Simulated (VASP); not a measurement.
Output of a VASP run:

OUTCAR:
```
 ion  position               nearest neighbor table
   1  0.333  0.667  0.250-   2 2.90   2 2.90   2 2.90   2 2.90   2 2.90   2 2.90
   2  0.667  0.333  0.750-   1 2.90   1 2.90   1 2.90   1 2.90   1 2.90   1 2.90
  LATTYP: Found a hexagonal cell.
 ALAT       =     2.8682075941
 C/A-ratio  =     1.6618641930
 Subroutine PRICEL returns:
 Original cell was already a primitive cell.
 Subroutine GETGRP returns: Found 24 space group operations
The static configuration has the point symmetry D_3d.
 The point group associated with its full space group is D_6h.
The dynamic configuration has the point symmetry D_3d.
 Subroutine INISYM returns: Found 24 space group operations
 Subroutine IBZKPT returns following result:
 Found    150 irreducible k-points:

 Following reciprocal coordinates:
            Coordinates               Weight
  0.000000  0.000000  0.000000      1.000000
  0.062500  0.000000  0.000000      6.000000
  0.125000  0.000000  0.000000      6.000000
  0.187500  0.000000  0.000000      6.000000
  0.250000  0.000000  0.000000      6.000000
  0.312500  0.000000  0.000000      6.000000
  0.375000  0.000000  0.000000      6.000000
  0.437500  0.000000  0.000000      6.000000
  0.500000  0.000000  0.000000      3.000000
  0.062500  0.062500  0.000000      6.000000
  0.125000  0.062500  0.000000     12.000000
  0.187500  0.062500  0.000000     12.000000
  0.250000  0.062500  0.000000     12.000000
  0.312500  0.062500  0.000000     12.000000
  0.375000  0.062500  0.000000     12.000000
  0.437500  0.062500  0.000000     12.000000
  0.125000  0.125000  0.000000      6.000000
  0.187500  0.125000  0.000000     12.000000
  0.250000  0.125000  0.000000     12.000000
  0.312500  0.125000  0.000000     12.000000
  0.375000  0.125000  0.000000     12.000000
  0.437500  0.125000  0.000000      6.000000
  0.187500  0.187500  0.000000      6.000000
  0.250000  0.187500  0.000000     12.000000
  0.312500  0.187500  0.000000     12.000000
  0.375000  0.187500  0.000000     12.000000
  0.250000  0.250000  0.000000      6.000000
  0.312500  0.250000  0.000000     12.000000
  0.375000  0.250000  0.000000      6.000000
  0.312500  0.312500  0.000000      6.000000
  0.000000  0.000000  0.111111      2.000000
  0.062500  0.000000  0.111111     12.000000
  0.125000  0.000000  0.111111     12.000000
  0.187500  0.000000  0.111111     12.000000
  0.250000  0.000000  0.111111     12.000000
  0.312500  0.000000  0.111111     12.000000
  0.375000  0.000000  0.111111     12.000000
  0.437500  0.000000  0.111111     12.000000
  0.500000  0.000000  0.111111      6.000000
  0.062500  0.062500  0.111111     12.000000
   k-points           NKPTS =    150   k-points in BZ     NKDIM =    150   number of bands    NBANDS=     15
   number of dos      NEDOS =    601   number of ions     NIONS =      2
   total plane-waves  NPLWV =  12800
   dimension x,y,z NGX =    20 NGY =   20 NGZ =   32
   dimension x,y,z NGXF=    40 NGYF=   40 NGZF=   64
   ions per type =               2
   PREC   = accura    normal or accurate (medium, high low for compatibility)
   ISTART =      0    job   : 0-new  1-cont  2-samecut
   ICHARG =      2    charge: 1-file 2-atom 10-const
   ISPIN  =      1    spin polarized calculation?
   LNONCOLLINEAR =      F non collinear calculations
   LSORBIT =      F    spin-orbit coupling
   INIWAV =      1    electr: 0-lowe 1-rand  2-diag
   ENCUT  =  400.0 eV  29.40 Ry    5.42 a.u.   4.68  4.68  7.77*2*pi/ulx,y,z
   NELM   =    100;   NELMIN=  2; NELMDL= -5     # of ELM steps
   EDIFF  = 0.1E-06   stopping-criterion for ELM
   LREAL  =      F    real-space projection
   NLSPLINE    = F    spline interpolate recip. space projectors
   LMAXMIX     =    6 max onsite mixed and CHGCAR
   VOSKOWN=      0    Vosko Wilk Nusair interpolation
   EDIFFG = 0.1E-05   stopping-criterion for IOM
   NSW    =      0    number of steps for IOM
...
```

File OSZICAR:
```
       N       E                     dE             d eps       ncg     rms          rms(c)
DAV:   1     0.101016535525E+03    0.10102E+03   -0.10213E+04  4524   0.115E+03
DAV:   2    -0.726892156408E+01   -0.10829E+03   -0.10495E+03  4955   0.255E+02
DAV:   3    -0.850987822118E+01   -0.12410E+01   -0.12378E+01  5459   0.295E+01
DAV:   4    -0.851473018030E+01   -0.48520E-02   -0.48518E-02  5417   0.189E+00
DAV:   5    -0.851477117034E+01   -0.40990E-04   -0.40986E-04  5599   0.178E-01    0.137E+01
DAV:   6    -0.788409437079E+01    0.63068E+00   -0.14453E+00  4745   0.119E+01    0.846E+00
DAV:   7    -0.783887792431E+01    0.45216E-01   -0.15468E-01  5452   0.377E+00    0.350E+00
DAV:   8    -0.783294699432E+01    0.59309E-02   -0.11944E-02  4885   0.105E+00    0.438E-01
DAV:   9    -0.783292100579E+01    0.25989E-04   -0.46350E-05  5753   0.680E-02    0.284E-02
DAV:  10    -0.783293051589E+01   -0.95101E-05   -0.18598E-06  5305   0.149E-02    0.441E-03
DAV:  11    -0.783293054699E+01   -0.31104E-07   -0.16607E-07  4196   0.362E-03
   1 F= -.78329305E+01 E0= -.78329305E+01  d E =0.000000E+00
```

**OUTCAR**
```
------------------------ aborting loop because EDIFF is reached ----------------------------------------
  FORCE on cell =-STRESS in cart. coord.  units (eV):
  Direction    XX          YY          ZZ          XY          YZ          ZX
  --------------------------------------------------------------------------------------
  Total       -0.0031317     -0.0031317      0.1120452      0.0000000      0.0000000     -0.0000000
  in kB       -0.1477539     -0.1477539      5.2862282      0.0000000      0.0000000     -0.0000000
  external PRESSURE =       1.6635735 kB  Pullay stress =       0.0000000 kB
  volume of cell :       33.96
      direct lattice vectors                 reciprocal lattice vectors
     2.868207594  0.000000000  0.000000000     0.348649799  0.201293013  0.000000000
    -1.434103797  2.483941164  0.000000000     0.000000000  0.402586025  0.000000000
     0.000000000  0.000000000  4.766571499     0.000000000  0.000000000  0.209794398
 POSITION                                       TOTAL-FORCE (eV/Angst)
 -----------------------------------------------------------------------------------
     -0.00000      1.65596      1.19164         0.000000     -0.000000      0.000000
      1.43411      0.82798      3.57493        -0.000000      0.000000      0.000000
 -----------------------------------------------------------------------------------
    total drift:                               -0.000154      0.000083     -0.000017
  FREE ENERGIE OF THE ION-ELECTRON SYSTEM (eV)
  ---------------------------------------------------
  free  energy   TOTEN  =        -7.8329305470 eV

  energy  without entropy=       -7.8329305470  energy(sigma->0) =       -7.83293055

 total charge

# of ion       s       p       d       tot
------------------------------------------
    1        0.537   0.362   8.749   9.648
    2        0.537   0.362   8.749   9.648
--------------------------------------------------
tot          1.074   0.723  17.498  19.295
```
(Selected blocks of OUTCAR.)

### POSCAR
```
Au
1
    2.8682075941     0.0000000000     0.0000000000
   -1.4341037971     2.4839411644    -0.0000000000
    0.0000000000     0.0000000000     4.7665714986
Au
2
Direct
  0.3333330000   0.6666670000   0.2500000000
  0.6666670000   0.3333330000   0.7500000000
```

Question: Reconstruct the remaining input files.

Answer: Several could match; the one computed here: the input of the run itself, PBEsol GGA, plane waves, VASP's PBE PAW potentials (set 64).

KPOINTS:
```
Automatic mesh
0
Gamma
16 16 9
0 0 0
```

**INCAR**
```
# general
SYSTEM  = Au
PREC    = Accurate
ENCUT   = 400
LREAL   = .False.
LASPH   = .True.   # aspherical one-centre terms

# electronic loop
EDIFF   = 1E-7   # SCF stop (eV)
NELM    = 100   # most electronic steps
ALGO    = Normal   # blocked Davidson
LMAXMIX = 6

# smearing
ISMEAR  = -5

# functional
GGA     = PS   # PBEsol

# ions
ISIF    = 2   # forces and stress, cell fixed

# output
LWAVE   = .False.
LCHARG  = .True.
LORBIT  = 11   # lm-projected
NEDOS   = 601
```

POTCAR, in this order: Au (PBE.64 set). Program: vasp_std.

For a metal the tetrahedron method with Blöchl corrections gives inexact stress and forces.

The structure was generated: Au was put into the hcp type (P6_3/mmc), which need not be its known phase. It was relaxed first.
